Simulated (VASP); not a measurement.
Energy against volume of Ta (bcc). Method: RPBE GGA, VASP's PBE PAW potentials (set 64) (plane waves; VASP). Run with 520 eV cut-off, 15×15×15 Γ-centred mesh, first-order Methfessel-Paxton smearing of 0.10 eV, potentials Ta_pv.

```json
[
 {"V (Å³/atom)": "18.026", "E (eV/atom)": "-11.30108"},
 {"V (Å³/atom)": "18.584", "E (eV/atom)": "-11.31181"},
 {"V (Å³/atom)": "19.141", "E (eV/atom)": "-11.30323"},
 {"V (Å³/atom)": "19.699", "E (eV/atom)": "-11.27774"}
]
```

Fit these four points and predict the energy of the run at 17.469 Å³/atom.

A cubic in V^(−2/3), the third-order Birch-Murnaghan form, passes through the four points with V0 = 18.60 Å³/atom and B0 = 184 GPa, and gives -11.2682 eV/atom there. The run gave -11.2680 eV/atom, +0.3 meV/atom from the fit; all five points give B0 = 185 GPa.

The compound is Ta in the bcc structure. It was relaxed first.
